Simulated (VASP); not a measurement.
Calculation: PBE GGA, VASP's PBE PAW potentials (set 64) (plane waves; VASP).

The input files of a VASP run:

**KPOINTS**
```
k-points along high-symmetry lines
9
Line-mode
Reciprocal
  0.000000   0.000000   0.000000 ! GAMMA
  0.500000  -0.500000   0.000000 ! Z

  0.500000  -0.500000   0.000000 ! Z
  1.000000  -0.500000   0.000000 ! D

  1.000000  -0.500000   0.000000 ! D
  0.500000   0.000000   0.000000 ! B

  0.500000   0.000000   0.000000 ! B
  0.000000   0.000000   0.000000 ! GAMMA

  0.000000   0.000000   0.000000 ! GAMMA
  0.500000   0.000000  -0.500000 ! A

  0.500000   0.000000  -0.500000 ! A
  1.000000  -0.500000  -0.500000 ! E

  1.000000  -0.500000  -0.500000 ! E
  0.500000  -0.500000   0.000000 ! Z

  0.500000  -0.500000   0.000000 ! Z
  0.500000  -0.500000  -0.500000 ! C_2

  0.500000  -0.500000  -0.500000 ! C_2
  0.000000   0.000000  -0.500000 ! Y_2

  0.000000   0.000000  -0.500000 ! Y_2
  0.000000   0.000000   0.000000 ! GAMMA
```

INCAR:
```
! general
SYSTEM  = Cd4SSe3
PREC    = Accurate
ENCUT   = 400
LREAL   = .False.
LASPH   = .True.
ICHARG  = 11

! electronic loop
EDIFF   = 1E-6
NELM    = 100
ALGO    = Normal
LMAXMIX = 4

! smearing
ISMEAR  = 0
SIGMA   = 0.05

! functional
GGA     = PE

! output
LWAVE   = .False.
LCHARG  = .False.
```

**POSCAR**
```
Cd4SSe3
1
    4.3287132287    -7.5041643250    -0.0004888032
    2.1672198605     3.7537347504     0.0000000000
   -0.0003908463     0.0002256553     7.0697078677
Cd Se S
4 3 1
Direct
  0.3430795126   0.3430785126   0.4956383412
  0.1657403224   0.6657413224   0.9991382791
  0.8239034647   0.3239024647   0.4944503666
  0.6674991223   0.6674991223   0.0127093170
  0.3364144118   0.3364134118   0.8753236627
  0.1650199248   0.6650209248   0.3776626046
  0.8302510481   0.3302500481   0.8753676570
  0.6680941934   0.6680941934   0.3777097718
```

POTCAR, in this order: Cd Se S (PBE.64 set). Program: vasp_std. Read from the step before: CHGCAR.

The run wrote:

### OSZICAR
```
       N       E                     dE             d eps       ncg     rms          rms(c)
DAV:   1     0.436433842592E+03    0.43643E+03   -0.30184E+04  7804   0.123E+03
DAV:   2     0.365701982345E+01   -0.43278E+03   -0.42567E+03  8705   0.333E+02
DAV:   3    -0.218851123415E+02   -0.25542E+02   -0.25390E+02  9093   0.794E+01
DAV:   4    -0.221977740890E+02   -0.31266E+00   -0.31214E+00  8606   0.808E+00
DAV:   5    -0.222022798786E+02   -0.45058E-02   -0.45044E-02  9009   0.910E-01
DAV:   6    -0.222023813889E+02   -0.10151E-03   -0.10150E-03  8670   0.133E-01
DAV:   7    -0.222023845630E+02   -0.31741E-05   -0.31739E-05  8661   0.220E-02
DAV:   8    -0.222023846785E+02   -0.11553E-06   -0.11551E-06  6423   0.422E-03
   1 F= -.22202385E+02 E0= -.22202385E+02  d E =-.653567E-14
```

File OUTCAR:
```
 val. band max:        0.6823230154   @ k =   0.0000   0.0000   0.0000

 cond. band min:       1.2959144712   @ k =   0.0000   0.0000   0.0000



 k-point     1 :       0.0000    0.0000    0.0000
  band No.  band energies     occupation
      1     -11.6286      2.00000
      2     -11.2945      2.00000
      3     -11.2745      2.00000
      4     -11.1777      2.00000
      5      -7.1094      2.00000
      6      -7.0998      2.00000
      7      -7.0954      2.00000
      8      -7.0113      2.00000
      9      -7.0058      2.00000
     10      -6.9986      2.00000
     11      -6.9926      2.00000
     12      -6.8789      2.00000
     13      -6.8655      2.00000
     14      -6.8505      2.00000
     15      -6.8066      2.00000
     16      -6.7992      2.00000
     17      -6.7815      2.00000
     18      -6.7404      2.00000
     19      -6.7128      2.00000
     20      -6.7093      2.00000
     21      -6.6811      2.00000
     22      -6.5091      2.00000
     23      -6.4558      2.00000
     24      -6.3797      2.00000
     25      -3.4679      2.00000
     26      -3.3183      2.00000
     27      -2.7843      2.00000
     28      -1.8076      2.00000
     29      -1.1224      2.00000
     30      -0.5841      2.00000
     31      -0.1895      2.00000
     32      -0.0978      2.00000
     33       0.0744      2.00000
     34       0.5846      2.00000
     35       0.6574      2.00000
     36       0.6823      2.00000
     37       1.2959      0.00000
     38       2.9139      0.00000
     39       3.8455      0.00000
     40       4.0875      0.00000
     41       5.4821      0.00000
     42       6.6311      0.00000
     43       6.6433      0.00000

 k-point     2 :       0.0625   -0.0625    0.0000
  band No.  band energies     occupation
      1     -11.6200      2.00000
      2     -11.2904      2.00000
      3     -11.2705      2.00000
      4     -11.1778      2.00000
      5      -7.1052      2.00000
      6      -7.0962      2.00000
...
```

The density is held fixed in this step, so its total energy and stress have no physical meaning.

The structure was generated: Cd4SSe3 was put into an ordered model structure (Pm), which need not be its known phase. It was relaxed first, which changed the volume by +5 %.
